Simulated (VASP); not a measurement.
Output of a VASP run:

**OSZICAR**
```
       N       E                     dE             d eps       ncg     rms          rms(c)
DAV:   1     0.305986477947E+03    0.30599E+03   -0.23444E+04  4008   0.287E+03
DAV:   2    -0.318533181404E+01   -0.30917E+03   -0.30459E+03  4306   0.514E+02
DAV:   3    -0.374401226709E+02   -0.34255E+02   -0.33863E+02  4325   0.144E+02
DAV:   4    -0.384683117343E+02   -0.10282E+01   -0.10215E+01  4728   0.302E+01
DAV:   5    -0.384895098751E+02   -0.21198E-01   -0.21196E-01  4469   0.452E+00    0.451E+00
DAV:   6    -0.147562595532E+02    0.23733E+02   -0.25878E+01  4262   0.601E+01    0.207E+00
DAV:   7    -0.171919143888E+02   -0.24357E+01   -0.37496E+00  4122   0.205E+01    0.786E-01
DAV:   8    -0.171489499658E+02    0.42964E-01   -0.18478E-01  5151   0.435E+00    0.426E-01
DAV:   9    -0.172426092645E+02   -0.93659E-01   -0.13670E-01  4115   0.317E+00    0.195E-01
DAV:  10    -0.172256699218E+02    0.16939E-01   -0.19391E-02  4591   0.148E+00    0.988E-02
DAV:  11    -0.172260184900E+02   -0.34857E-03   -0.13000E-03  5108   0.289E-01    0.864E-02
DAV:  12    -0.172242825323E+02    0.17360E-02   -0.10375E-03  4943   0.404E-01    0.284E-02
DAV:  13    -0.172247437063E+02   -0.46117E-03   -0.39258E-04  4094   0.174E-01    0.647E-03
DAV:  14    -0.172247846203E+02   -0.40914E-04   -0.47625E-05  4436   0.666E-02    0.550E-03
DAV:  15    -0.172247300928E+02    0.54527E-04   -0.34792E-05  4123   0.625E-02    0.241E-03
DAV:  16    -0.172247352562E+02   -0.51634E-05   -0.10138E-05  4162   0.308E-02    0.219E-03
DAV:  17    -0.172247328792E+02    0.23769E-05   -0.12954E-06  2754   0.142E-02    0.131E-03
DAV:  18    -0.172247769894E+02   -0.44110E-04   -0.42932E-07  2250   0.599E-03    0.442E-04
DAV:  19    -0.172247610811E+02    0.15908E-04   -0.36855E-07  2103   0.637E-03    0.345E-04
DAV:  20    -0.172247587826E+02    0.22985E-05   -0.75397E-08  2089   0.308E-03    0.157E-04
DAV:  21    -0.172247611033E+02   -0.23207E-05   -0.65819E-08  2068   0.255E-03    0.144E-04
DAV:  22    -0.172247645457E+02   -0.34424E-05   -0.15720E-08  2061   0.136E-03    0.706E-05
DAV:  23    -0.172247643908E+02    0.15495E-06   -0.38382E-09  2075   0.678E-04
   1 F= -.17224764E+02 E0= -.17224590E+02  d E =-.172248E+02
       N       E                     dE             d eps       ncg     rms          rms(c)
DAV:   1    -0.172281412508E+02   -0.33767E-02   -0.87412E-02  4829   0.299E+00    0.358E-01
DAV:   2    -0.172268566454E+02    0.12846E-02   -0.10790E-02  4647   0.146E+00    0.170E-01
DAV:   3    -0.172262695097E+02    0.58714E-03   -0.11399E-03  6300   0.392E-01    0.449E-02
DAV:   4    -0.172260256550E+02    0.24385E-03   -0.29817E-04  4037   0.147E-01    0.638E-03
DAV:   5    -0.172258986988E+02    0.12696E-03   -0.10941E-04  4074   0.850E-02    0.357E-03
DAV:   6    -0.172258117437E+02    0.86955E-04   -0.21347E-05  4066   0.329E-02    0.203E-03
DAV:   7    -0.172257680712E+02    0.43673E-04   -0.23803E-06  3560   0.112E-02    0.595E-04
DAV:   8    -0.172257482729E+02    0.19798E-04   -0.30467E-07  2138   0.531E-03    0.181E-04
DAV:   9    -0.172257433031E+02    0.49699E-05   -0.83556E-08  2089   0.297E-03    0.863E-05
DAV:  10    -0.172257406835E+02    0.26196E-05   -0.18386E-08  2040   0.149E-03    0.223E-05
DAV:  11    -0.172257401118E+02    0.57170E-06   -0.70448E-09  2005   0.894E-04
   2 F= -.17225740E+02 E0= -.17225532E+02  d E =-.975721E-03
```

File OUTCAR:
```
------------------------ aborting loop because EDIFF is reached ----------------------------------------
  FORCE on cell =-STRESS in cart. coord.  units (eV):
  Direction    XX          YY          ZZ          XY          YZ          ZX
  --------------------------------------------------------------------------------------
  Total        0.0780439      0.0011239      0.0047440      0.0000000      0.0000000      0.0000000
  in kB        1.6632337      0.0239513      0.1011020      0.0000000      0.0000000      0.0000000
  external PRESSURE =       0.5960957 kB  Pullay stress =       0.0000000 kB
  volume of cell :       75.18
      direct lattice vectors                 reciprocal lattice vectors
     2.215062561 -3.796652920  0.000000000     0.225727259 -0.131694946  0.000000000
     2.215062561  3.796652920 -0.000000000     0.225727259  0.131694946 -0.000000000
     0.000000000  0.000000000  4.469708393     0.000000000  0.000000000  0.223728242
 POSITION                                       TOTAL-FORCE (eV/Angst)
 -----------------------------------------------------------------------------------
      2.21506      2.61945      4.09440         0.000000      0.007999      0.007058
      2.21506      1.17721      1.85955         0.000000     -0.007999      0.007058
      2.21506     -1.17721      2.61016         0.000000      0.007999     -0.007058
      2.21506     -2.61945      0.37530         0.000000     -0.007999     -0.007058
 -----------------------------------------------------------------------------------
    total drift:                               -0.000000      0.000000     -0.000000
  FREE ENERGIE OF THE ION-ELECTRON SYSTEM (eV)
  ---------------------------------------------------
  free  energy   TOTEN  =       -17.2257401118 eV

  energy  without entropy=      -17.2251156928  energy(sigma->0) =      -17.22553197

 reached required accuracy - stopping structural energy minimisation
```
(Selected blocks of OUTCAR.)

POSCAR:
```
Ga
1
    2.2151919231    -3.7968832859    -0.0000000000
    2.2151919231     3.7968832859     0.0000000000
    0.0000000000    -0.0000000000     4.4784538385
Ga
4
Direct
  0.1548449267   0.8451550733   0.9158756069
  0.3451550733   0.6548449267   0.4158756069
  0.6548449267   0.3451550733   0.5841243931
  0.8451550733   0.1548449267   0.0841243931
```

### Question
Reconstruct the remaining input files.

### Answer
One answer among several that fit: the input of the run itself, MS2 meta-GGA, plane waves, VASP's PBE PAW potentials (set 64).

**INCAR**
```
SYSTEM=Ga
PREC=Accurate; ENCUT=520; LREAL=.False.
LASPH=.True.
EDIFF=1E-6; NELM=100; ALGO=Normal
LMAXMIX=4; LMIXTAU=.True.
ISMEAR=1; SIGMA=0.1
METAGGA=MS2
IBRION=2; NSW=60; ISIF=3
EDIFFG=-0.02
LWAVE=.False.; LCHARG=.False.
```

**KPOINTS**
```
Automatic mesh
0
Gamma
7 7 6
0 0 0
```

POTCAR, in this order: Ga_d (PBE.64 set). Program: vasp_std.

The compound is Ga in the alpha structure. This run relaxes it. Symmetry was kept, so distortions that lower it aren't found. The start is the result of an earlier pass.
